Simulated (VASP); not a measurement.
Computed with PW91 GGA, VASP's PBE PAW potentials (set 64) (plane waves; VASP).

A VASP calculation is set up with these files.

File POSCAR:
```
SiC
1
    1.5761984655    -2.7300555738     0.0000000000
    1.5761984655     2.7300555738     0.0000000000
    0.0000000000     0.0000000000     5.1770295398
Si C
2 2
Direct
  0.6666670000   0.3333330000   0.4995828347
  0.3333330000   0.6666670000   0.9995828347
  0.6666670000   0.3333330000   0.8754171653
  0.3333330000   0.6666670000   0.3754171653
```

### KPOINTS
```
Automatic mesh
0
Gamma
8 8 5
0 0 0
```

### INCAR
```
# general
SYSTEM = SiC
PREC   = Accurate
ENCUT  = 520
LREAL  = .False.
LASPH  = .True.

# electronic loop
EDIFF  = 1E-7
NELM   = 100
ALGO   = Normal

# smearing
ISMEAR = 0
SIGMA  = 0.05

# functional
GGA    = 91

# ions
IBRION = 2
NSW    = 30
ISIF   = 4
EDIFFG = -0.01

# output
LWAVE  = .False.
LCHARG = .False.
```

POTCAR, in this order: Si C (PBE.64 set). Program: vasp_std.

Task: What will the output report for the number of irreducible k-points (NKPTS), largest plane-wave count, number of space-group operations, FFT grid (NGX, NGY, NGZ)?

Result: 
The number of irreducible k-points (NKPTS) comes out as 30 and the largest plane-wave count is 1216. The number of space-group operations is 12 and the FFT grid (NGX, NGY, NGZ) is 24 × 24 × 40.

The compound is SiC in the wurtzite structure, the rare 2H polytype. This cell is one point of a volume scan, at 1.06 of the reference volume.
